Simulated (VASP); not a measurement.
Here is the system:

```xyz
4
Lattice="4.1867 2.0890 2.0890 2.0890 4.1867 2.0890 2.0890 2.0890 4.1867" Properties=species:S:1:pos:R:3 pbc="T T T"
Ni     0.0000     0.0000     0.0000
Ni     4.1823     4.1823     4.1823
O      2.0912     2.0912     2.0912
O      6.2735     6.2735     6.2735
```
Starting moments (μB, in the order of the record's atoms Ni Ni O O): 1.4 -1.4 0.0 0.0.

Level of theory: PBE GGA, VASP's PBE PAW potentials (set 64) (plane waves; VASP). Run with 520 eV cut-off, Gaussian smearing of 0.050 eV, potentials Ni O.

Question: Give the spin-up energies of bands 6 to 19 at the high-symmetry points, in eV from the valence-band maximum.

Answer: 
```tsv
band	Γ	T	H2	L	S0	F
6	-2.22	-4.36	-5.31	-4.76	-5.21	-4.80
7	-2.22	-3.60	-4.59	-4.61	-4.67	-3.52
8	-2.19	-3.60	-4.43	-4.02	-4.44	-3.50
9	-1.81	-1.69	-1.39	-1.87	-1.38	-2.58
10	-1.81	-1.69	-1.29	-1.24	-1.23	-1.38
11	-1.71	-1.29	-1.17	-1.03	-1.19	-1.13
12	-1.48	-0.76	-0.84	-0.89	-0.85	-0.90
13	-1.48	-0.76	-0.53	-0.48	-0.55	-0.78
14	-0.56	-0.61	-0.39	-0.29	-0.42	-0.38
15	-0.56	-0.06	-0.22	-0.25	-0.23	-0.23
16	-0.28	-0.06	-0.13	-0.10	-0.14	-0.11
17	2.07	1.55	1.57	1.53	1.59	2.12
18	2.07	1.55	1.65	1.55	1.65	2.19
19	2.19	4.86	9.04	8.07	9.17	6.22
```

Question: Give the spin-down energies of bands 6 to 19 at the high-symmetry points, in eV from the valence-band maximum.

Answer: 
```csv
band,Γ,T,H2,L,S0,F
6,-2.22,-4.36,-5.31,-4.76,-5.21,-4.80
7,-2.22,-3.60,-4.59,-4.61,-4.67,-3.52
8,-2.19,-3.60,-4.43,-4.02,-4.44,-3.50
9,-1.81,-1.69,-1.39,-1.87,-1.38,-2.58
10,-1.81,-1.69,-1.29,-1.24,-1.23,-1.38
11,-1.71,-1.29,-1.17,-1.03,-1.19,-1.13
12,-1.48,-0.76,-0.84,-0.89,-0.85,-0.90
13,-1.48,-0.76,-0.53,-0.48,-0.55,-0.78
14,-0.56,-0.61,-0.39,-0.29,-0.42,-0.38
15,-0.56,-0.06,-0.22,-0.25,-0.23,-0.23
16,-0.28,-0.06,-0.13,-0.10,-0.14,-0.11
17,2.07,1.55,1.57,1.53,1.59,2.12
18,2.07,1.55,1.65,1.55,1.65,2.19
19,2.19,4.86,9.04,8.07,9.17,6.22
```

The gap is indirect, 1.22 eV, from the valence maximum at F-Γ at 0.55 to the conduction minimum at Γ-S0 at 0.73.

The compound is NiO in the rock salt, AFM-II order structure. It was relaxed first.
